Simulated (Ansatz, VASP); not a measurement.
# Re (linear Re chain, spacing 2.395 A) in two plane-wave programs, part 2 of 2

Wanted: the spread between two codes on one cell, functional and k mesh. The cell is taken from a series of runs on this material, whose earlier steps may have relaxed, scaled, displaced or heated it; both programs get it as it stands.

VASP 6.6.1 and Ansatz 0.2.0.

So far: The starting structure; Ansatz: single point, LDA; VASP: single point, LDA.

### Step 3. VASP: single point, LDA (continued)

Level of this step: LDA, spin-polarised from an antiferromagnetic start; plane waves and PAW (Re) (VASP).

Numbers of over 12 decimals in the logs are rounded to 6 here.

From OUTCAR (step 3):

```text
ion  position               nearest neighbor table
   1  0.500  0.500  0.000-   2 2.40   2 2.40
   2  0.500  0.500  0.500-   1 2.40   1 2.40

  LATTYP: Found a simple tetragonal cell.
 ALAT       =    12.0000000000
 C/A-ratio  =     0.3991666667

 Subroutine GETGRP returns: Found 16 space group operations
 (whereof 16 operations were pure point group operations)

The static configuration has the point symmetry D_4h.

 Found      4 irreducible k-points:

   k-points           NKPTS =      4   k-points in BZ     NKDIM =      4   number of bands    NBANDS=     14

   dimension x,y,z NGX =    80 NGY =   80 NGZ =   32
   dimension x,y,z NGXF=   160 NGYF=  160 NGZF=   64

   ENCUT  =  400.0 eV  29.40 Ry    5.42 a.u.  19.57 19.57  7.81*2*pi/ulx,y,z

   NELECT =      14.0000    total number of electrons

 k-points in reciprocal lattice and weights: Automatic mesh
   0.00000000  0.00000000  0.00000000       0.167
   0.00000000  0.00000000  0.16666667       0.333
   0.00000000  0.00000000  0.33333333       0.333
   0.00000000  0.00000000  0.50000000       0.167

 average (electrostatic) potential at core
       1 -51.9266       2 -51.9266

 E-fermi :  -4.3938

 spin component 1
 k-point     1 :       0.0000    0.0000    0.0000
  band No.  band energies     occupation
    ...
      2      -7.7545      1.00000
      3      -7.7545      1.00000
      4      -6.6353      1.00000
      5      -5.7659      1.00000
      6      -5.7659      1.00000
      7      -3.7092      0.00106
      8      -3.7092      0.00106
      9      -3.2120      0.00001
     10      -2.4318      0.00000
     11      -2.4318      0.00000
    ...

 k-point     2 :       0.0000    0.0000    0.1667
  band No.  band energies     occupation
    ...
      2      -7.5039      1.00000
      3      -7.5039      1.00000
      4      -6.4895      1.00000
      5      -5.6950      1.00000
      6      -5.6950      1.00000
      7      -3.8189      0.00318
      8      -3.8188      0.00317
      9      -3.5860      0.00031
     10      -2.9831      0.00000
     11      -2.9831      0.00000
    ...

 k-point     3 :       0.0000    0.0000    0.3333
  band No.  band energies     occupation
    ...
      3      -6.7830      1.00000
      4      -6.0736      1.00000
      5      -5.5245      0.99999
      6      -5.5245      0.99999
      7      -4.4041      0.52589
      8      -4.2255      0.15674
      9      -4.2255      0.15674
     10      -4.0655      0.03617
     11      -4.0655      0.03616
     12      -2.6423      0.00000
    ...

 k-point     4 :       0.0000    0.0000    0.5000
  band No.  band energies     occupation
    ...
      6      -5.4151      0.99996
      7      -5.4004      0.99996
      8      -5.3380      0.99992
      9      -5.3380      0.99992
     10      -4.5945      0.88154
     11      -4.2123      0.14000
     12      -4.2122      0.13996
     13       0.3932      0.00000
     14       0.3932      0.00000
 Fermi energy:        -4.3937773272

 spin component 2
 k-point     1 :       0.0000    0.0000    0.0000
  band No.  band energies     occupation
    ...
      2      -7.7545      1.00000
      3      -7.7545      1.00000
      4      -6.6353      1.00000
      5      -5.7659      1.00000
      6      -5.7659      1.00000
      7      -3.7092      0.00106
      8      -3.7092      0.00106
      9      -3.2120      0.00001
     10      -2.4318      0.00000
     11      -2.4318      0.00000
    ...

 k-point     4 :       0.0000    0.0000    0.5000
  band No.  band energies     occupation
    ...
      6      -5.4151      0.99996
      7      -5.4004      0.99996
      8      -5.3380      0.99992
      9      -5.3380      0.99992
     10      -4.5945      0.88154
     11      -4.2123      0.14000
     12      -4.2122      0.13996
     13       0.3932      0.00000
     14       0.3932      0.00000

  energy-cutoff  :      400.00
  volume of cell :      689.76
      direct lattice vectors                 reciprocal lattice vectors
    12.000000000  0.000000000  0.000000000     0.083333333  0.000000000  0.000000000
     0.000000000 12.000000000  0.000000000     0.000000000  0.083333333  0.000000000
     0.000000000  0.000000000  4.790000000     0.000000000  0.000000000  0.208768267

 POSITION                                       TOTAL-FORCE (eV/Angst)
 -----------------------------------------------------------------------------------
      6.00000      6.00000      0.00000        -0.000000      0.000000      0.000000
      6.00000      6.00000      2.39500         0.000000      0.000000      0.000000
 -----------------------------------------------------------------------------------
    total drift:                                0.000000     -0.000000     -0.000000

  FREE ENERGIE OF THE ION-ELECTRON SYSTEM (eV)
  ---------------------------------------------------
  free  energy   TOTEN  =       -15.2454482722 eV

  energy  without entropy=      -15.0778330621  energy(sigma->0) =      -15.16164067

 total charge
# of ion       s       p       d       tot
------------------------------------------
    1        0.660   0.199   4.804   5.663
    2        0.660   0.199   4.804   5.663
--------------------------------------------------
tot          1.320   0.398   9.608  11.326

 magnetization (x)
# of ion       s       p       d       tot
------------------------------------------
    1        0.069   0.001   1.617   1.687
    2       -0.069  -0.001  -1.617  -1.687
--------------------------------------------------
tot          0.000   0.000   0.000   0.000
```

The data set Re keeps the semicore shell frozen, which is cheaper and a little less accurate.

### Step 4. Side by side

Known differences besides the potentials themselves: VASP starts from the moments at which Ansatz ended; the two LDA forms differ slightly; the data sets hold 30 valence electrons in Ansatz (default PAW (the set named soft_2) files) and 14 in VASP; the cutoff is 420 eV in Ansatz and 400 eV in VASP; VASP's log shows a relativistic correction to its local exchange, Ansatz's none; site moments are counted in spheres of each program's own size. Total energies have different zeros and are not compared.

The two programs side by side:

```csv
quantity,Ansatz,VASP,difference
moment on Re1 (μB),1.34,1.69,-0.35
moment on Re2 (μB),-1.34,-1.69,+0.35
```

### Step 5. Further runs

Further runs change the set-up of one program: Ansatz's method, potentials or start, or VASP's data sets, cutoff or form of LDA. The table gives Ansatz less VASP for each quantity, since a change that brings one quantity closer may part another. Site moments also change with the sphere that a data set brings.

```csv
run,moment on Re1 (μB),moment on Re2 (μB)
as above,-0.35,0.35
VASP with the data sets Re_sv_GW and a cutoff of 520 eV,-0.33,0.33
```

### Step 6. Summary of results

| Item | Value |
| --- | --- |
| difference in moment on Re1 (single point, LDA) | -0.35 μB |

What this shows: The difference in moment on Re1 is -0.35 μB (single point, LDA). For single point, LDA, no further run moves any of the tabulated differences by more than a quarter of its size. Such differences can come from data sets, numerical settings and the points named under the comparisons, not from the functional's error against experiment.

[Lines on the potential files, build, host, timing and source positions are cut from VASP's logs without a mark.]

[Logs are printed without paths, hosts, clocks, repeated set-up lines and the standing remarks that a program may print on its own settings, such as how far it seeks lower states.]

[Hosts, paths, dates, database ids (printed as entryN), source tags and the programs' standing remarks are cut or masked in the printed files.]
